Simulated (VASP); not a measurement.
Given:

```
CELL_PARAMETERS angstrom
      2.76714     0.00000     0.00000
      0.00000     2.76714     0.00000
      0.00000     0.00000     3.98774
ATOMIC_POSITIONS crystal
  Ti 0.50000 0.50000 0.50000
  Al 0.00000 0.00000 0.00000
```

Calculation: LDA (Ceperley-Alder, Perdew-Zunger), VASP's LDA PAW potentials (set 64) (plane waves; VASP). Numerical set-up: 530 eV cut-off, 12×12×8 Γ-centred mesh, first-order Methfessel-Paxton smearing of 0.10 eV, potentials Ti_sv Al.

Finite-difference elastic constants of metals are sensitive to mesh and smearing; shear constants can be off by tens of GPa.

### Question
Give the elastic stiffness tensor with the ions relaxed (GPa, in the frame of the cell).

### Answer

|  | xx | yy | zz | yz | xz | xy |
|---|---|---|---|---|---|---|
| xx | 216 | 69.9 | 103 | 0.0 | 0.0 | 0.0 |
| yy | 69.9 | 216 | 103 | 0.0 | 0.0 | 0.0 |
| zz | 103 | 103 | 180 | 0.0 | 0.0 | 0.0 |
| yz | 0.0 | 0.0 | 0.0 | 128 | 0.0 | 0.0 |
| xz | 0.0 | 0.0 | 0.0 | 0.0 | 128 | 0.0 |
| xy | 0.0 | 0.0 | 0.0 | 0.0 | 0.0 | 35.8 |

### Question
Predict the Hill bulk modulus, Hill shear modulus, Young's modulus, Poisson's ratio.

### Answer

| Quantity | Result |
|---|---|
| Hill bulk modulus | 129 GPa |
| Hill shear modulus | 70.5 GPa |
| Young's modulus | 1790 kbar |
| Poisson's ratio | 0.269 |

The structure comes from a computed database's TiAl entry (P4/mmm); how it stands against other phases isn't given here. It was relaxed first. The electron count is odd and the run is not spin-polarised, which forces a metal.
